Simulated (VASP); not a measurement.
Here is the system:

```xyz
8
Lattice="2.6974 -2.6978 0.0000 2.6974 2.6978 0.0000 0.0000 0.0000 9.8080" Properties=species:S:1:pos:R:3 pbc="T T T"
Sn     2.6974    -1.3166     8.5069
Sn     2.6974     1.3166     1.3011
Sn     2.6974    -1.3812     3.6029
Sn     2.6974     1.3812     6.2051
O      1.3487    -0.0318     2.4520
O      4.0461     0.0318     7.3560
O      1.3487     0.0318     7.3560
O      4.0461    -0.0318     2.4520
```

The numbers are results of r2SCAN meta-GGA, VASP's PBE PAW potentials (set 64) (plane waves; VASP 6.6.1), not measurements. Settings: 520 eV cut-off, 7×7×3 Γ-centred mesh, tetrahedra with Blöchl corrections, potentials Sn_d O.

Unless said otherwise, spin-orbit coupling is left out, though it shifts the bands of the heavy elements here.

Q: Give the energies of bands 33 to 46 at the high-symmetry points, in eV from the valence-band maximum.

A: 
```tsv
band	Γ	Y	C0	Z	A0	T	S	R
33	-3.83	-2.85	-2.85	-3.85	-2.85	-2.85	-5.20	-5.19
34	-3.54	-2.85	-2.85	-3.85	-2.85	-2.85	-5.20	-5.19
35	-3.54	-2.85	-2.85	-3.53	-2.85	-2.85	-5.17	-5.18
36	-3.53	-2.85	-2.85	-3.53	-2.85	-2.85	-5.17	-5.18
37	-3.52	-2.81	-2.81	-3.53	-2.47	-2.47	-2.88	-2.45
38	-3.19	-2.81	-2.81	-3.53	-2.47	-2.47	-2.88	-2.45
39	-2.48	-2.08	-2.08	-0.72	-2.46	-2.46	-1.96	-2.34
40	0.00	-2.07	-2.07	-0.72	-2.46	-2.46	-1.96	-2.34
41	1.99	0.31	0.31	1.95	1.15	1.15	2.74	3.02
42	2.36	0.32	0.32	1.95	1.15	1.15	2.74	3.02
43	3.23	2.54	2.54	3.81	1.15	1.15	3.41	3.11
44	3.23	2.54	2.54	3.81	1.15	1.15	3.41	3.11
45	3.85	4.25	4.25	3.81	5.40	5.40	5.74	5.91
46	4.49	4.27	4.27	3.81	5.40	5.40	5.74	5.91
```

The gap is indirect, 0.31 eV, from the valence maximum at Γ to the conduction minimum at Y.

The structure comes from a computed database's SnO entry (Cmce); how it stands against other phases isn't given here. It was relaxed first, which changed the volume by -7 %.
